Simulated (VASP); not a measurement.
Given:

```xyz
5
Lattice="4.0294 0.0000 0.0000 0.0000 4.0294 0.0000 0.0000 0.0000 4.0294" Properties=species:S:1:pos:R:3 pbc="T T T"
K      0.0000     0.0000     0.0000
Ta     2.0147     2.0147     2.0147
O      2.0147     0.0000     2.0147
O      0.0000     2.0147     2.0147
O      2.0147     2.0147     0.0000
```

All values below come from PW91 GGA, VASP's PBE PAW potentials (set 64) (plane waves; VASP). Settings: 520 eV cut-off, Gaussian smearing of 0.050 eV, potentials K_sv Ta_pv O.

Unless said otherwise, spin-orbit coupling is left out, though it shifts the bands of the heavy elements here.

Task: Give the energies of bands 11 to 22 at the high-symmetry points, in eV from the valence-band maximum.

Result: 
| band | Γ | X | M | R |
|---|---|---|---|---|
| 11 | -2.41 | -5.32 | -5.40 | -5.43 |
| 12 | -2.41 | -2.47 | -5.26 | -5.25 |
| 13 | -2.41 | -2.47 | -4.39 | -5.25 |
| 14 | -1.01 | -2.29 | -2.72 | -3.81 |
| 15 | -1.01 | -2.29 | -2.72 | -3.81 |
| 16 | -1.01 | -2.06 | -1.69 | -3.81 |
| 17 | -0.63 | -1.44 | -1.39 | 0.00 |
| 18 | -0.63 | -0.84 | -1.39 | 0.00 |
| 19 | -0.63 | -0.84 | -0.04 | 0.00 |
| 20 | 2.10 | 2.25 | 4.85 | 6.19 |
| 21 | 2.10 | 4.81 | 4.85 | 6.19 |
| 22 | 2.10 | 4.81 | 6.08 | 6.19 |

The gap is indirect, 2.10 eV, from the valence maximum at R to the conduction minimum at Γ.

Measured: gap 3.64 eV (computed value off by -1.54 eV), as given by Burak Himmetoglu et al., Journal of Physics Condensed Matter (2016), arXiv:1601.06205.

The compound is KTaO3 in the cubic perovskite structure. It was relaxed first.
